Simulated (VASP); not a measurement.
All values below come from TPSS meta-GGA, VASP's PBE PAW potentials (set 64) (plane waves; VASP).

VASP input:

### KPOINTS_OPT
```
k-points along high-symmetry lines
10
Line-mode
Reciprocal
  0.000000   0.000000   0.000000 ! GAMMA
  0.000000   0.500000   0.000000 ! X

  0.000000   0.500000   0.000000 ! X
  0.500000   0.500000   0.000000 ! M

  0.500000   0.500000   0.000000 ! M
  0.000000   0.000000   0.000000 ! GAMMA

  0.000000   0.000000   0.000000 ! GAMMA
  0.500000   0.500000   0.500000 ! R

  0.500000   0.500000   0.500000 ! R
  0.000000   0.500000   0.000000 ! X

  0.500000   0.500000   0.500000 ! R
  0.500000   0.500000   0.000000 ! M
```

### POSCAR
```
CsPbBr3
12.0331730
  0.4999999862   0.0000000000   0.0000000000
  0.0000000000   0.4999999862   0.0000000000
  0.0000000000   0.0000000000   0.4999999862
Cs Pb Br
1 1 3
Direct
  0.0000000000   0.0000000000   0.0000000000
  0.5000000000   0.5000000000   0.5000000000
  0.5000000000   0.0000000000   0.5000000000
  0.0000000000   0.5000000000   0.5000000000
  0.5000000000   0.5000000000   0.0000000000
```

**INCAR**
```
SYSTEM = CsPbBr3
PREC = Accurate; ENCUT = 520; LREAL = .FALSE.
LASPH = .TRUE.
EDIFF = 1E-7; NELM = 100; ALGO = Normal
LMAXMIX = 4; LMIXTAU = .TRUE.
ISMEAR = -5
METAGGA = TPSS
ISIF = 2
LWAVE = .FALSE.; LCHARG = .FALSE.; LORBIT = 11
NEDOS = 601
LEFG = .TRUE.
```

### KPOINTS
```
kpoints
0
Gamma
  4 4 4
0 0 0
```

POTCAR, in this order: Cs_sv Pb_d Br (PBE.64 set). Program: vasp_std.

Output of the run:

**OSZICAR**
```
       N       E                     dE             d eps       ncg     rms          rms(c)
DAV:   1     0.358585807135E+03    0.35859E+03   -0.18630E+04   520   0.149E+03
DAV:   2    -0.478076419233E+01   -0.36337E+03   -0.35507E+03   638   0.330E+02
DAV:   3    -0.488063879768E+02   -0.44026E+02   -0.43843E+02   630   0.123E+02
DAV:   4    -0.503709753508E+02   -0.15646E+01   -0.15585E+01   636   0.306E+01
DAV:   5    -0.504254010187E+02   -0.54426E-01   -0.54394E-01   662   0.463E+00    0.367E+00
DAV:   6    -0.502965556664E+02    0.12885E+00   -0.37971E+00   666   0.251E+01    0.286E+00
DAV:   7    -0.474950677365E+02    0.28015E+01   -0.15044E+00   634   0.154E+01    0.115E+00
DAV:   8    -0.482795473860E+02   -0.78448E+00   -0.65861E-01   558   0.788E+00    0.845E-01
DAV:   9    -0.483454226990E+02   -0.65875E-01   -0.21907E-02   648   0.136E+00    0.663E-01
DAV:  10    -0.484110021185E+02   -0.65579E-01   -0.80554E-02   536   0.276E+00    0.141E-01
DAV:  11    -0.484670795977E+02   -0.56077E-01   -0.18477E-02   562   0.135E+00    0.141E-01
DAV:  12    -0.484633904787E+02    0.36891E-02   -0.51154E-03   550   0.669E-01    0.964E-02
DAV:  13    -0.484697049029E+02   -0.63144E-02   -0.27050E-03   542   0.598E-01    0.302E-02
DAV:  14    -0.484706547485E+02   -0.94985E-03   -0.92373E-04   632   0.231E-01    0.302E-02
DAV:  15    -0.484706965297E+02   -0.41781E-04   -0.40595E-05   714   0.528E-02    0.236E-02
DAV:  16    -0.484707360164E+02   -0.39487E-04   -0.23209E-05   606   0.379E-02    0.144E-02
DAV:  17    -0.484707423169E+02   -0.63005E-05   -0.15069E-05   570   0.295E-02    0.649E-03
DAV:  18    -0.484707397892E+02    0.25277E-05   -0.34284E-06   576   0.169E-02    0.354E-03
DAV:  19    -0.484707467217E+02   -0.69325E-05   -0.57407E-06   550   0.173E-02    0.209E-03
DAV:  20    -0.484707469302E+02   -0.20849E-06   -0.25734E-07   460   0.362E-03    0.907E-04
DAV:  21    -0.484707469306E+02   -0.38381E-09   -0.54400E-08   322   0.208E-03
   1 F= -.48470747E+02 E0= -.48470747E+02  d E =0.000000E+00
       N       E                     dE             ncg
       N       E                     dE             ncg
       N       E                     dE             ncg
       N       E                     dE             ncg
       N       E                     dE             ncg
       N       E                     dE             ncg
```

**OUTCAR**
```
------------------------ aborting loop because EDIFF is reached ----------------------------------------
  FORCE on cell =-STRESS in cart. coord.  units (eV):
  Direction    XX          YY          ZZ          XY          YZ          ZX
  --------------------------------------------------------------------------------------
  Total       -0.0210859     -0.0210859     -0.0210859      0.0000000     -0.0000000      0.0000000
  in kB       -0.1551144     -0.1551144     -0.1551144      0.0000000     -0.0000000      0.0000000
  external PRESSURE =      -0.1551144 kB  Pullay stress =       0.0000000 kB
  volume of cell :      217.80
      direct lattice vectors                 reciprocal lattice vectors
     6.016586334  0.000000000  0.000000000     0.166207205  0.000000000  0.000000000
     0.000000000  6.016586334  0.000000000     0.000000000  0.166207205  0.000000000
     0.000000000  0.000000000  6.016586334     0.000000000  0.000000000  0.166207205
 POSITION                                       TOTAL-FORCE (eV/Angst)
 -----------------------------------------------------------------------------------
      0.00000      0.00000      0.00000         0.000000      0.000000      0.000000
      3.00829      3.00829      3.00829         0.000000      0.000000      0.000000
      3.00829      0.00000      3.00829         0.000000      0.000000      0.000000
      0.00000      3.00829      3.00829         0.000000      0.000000      0.000000
      3.00829      3.00829      0.00000         0.000000      0.000000      0.000000
 -----------------------------------------------------------------------------------
    total drift:                                0.000000     -0.000000     -0.000000
  FREE ENERGIE OF THE ION-ELECTRON SYSTEM (eV)
  ---------------------------------------------------
  free  energy   TOTEN  =       -48.4707469306 eV

  energy  without entropy=      -48.4707469306  energy(sigma->0) =      -48.47074693

 total charge

# of ion       s       p       d       tot
------------------------------------------
    1        1.836   4.730   0.008   6.574
    2        1.486   0.412   9.830  11.729
    3        1.574   3.251   0.006   4.831
    4        1.574   3.251   0.006   4.831
    5        1.574   3.251   0.006   4.831
--------------------------------------------------
tot          8.043  14.897   9.855  32.795

 Electric field gradients after diagonalization (V/A^2)
 (convention: |V_zz| > |V_xx| > |V_yy|)
----------------------------------------------------------------------
 ion       V_xx      V_yy      V_zz     asymmetry (V_yy - V_xx)/ V_zz
----------------------------------------------------------------------
   1       0.000     0.000     0.000      -0.146
   2       0.000    -0.000     0.000      -0.132
   3     -98.823   -98.823   197.645       0.000
   4     -98.823   -98.823   197.645       0.000
   5     -98.823   -98.823   197.645       0.000
```
(Selected blocks of OUTCAR.)

The compound is CsPbBr3 in the cubic perovskite structure, the ideal cubic form; the compound distorts at low or room temperature. It was relaxed first, which changed the volume by +8 %.
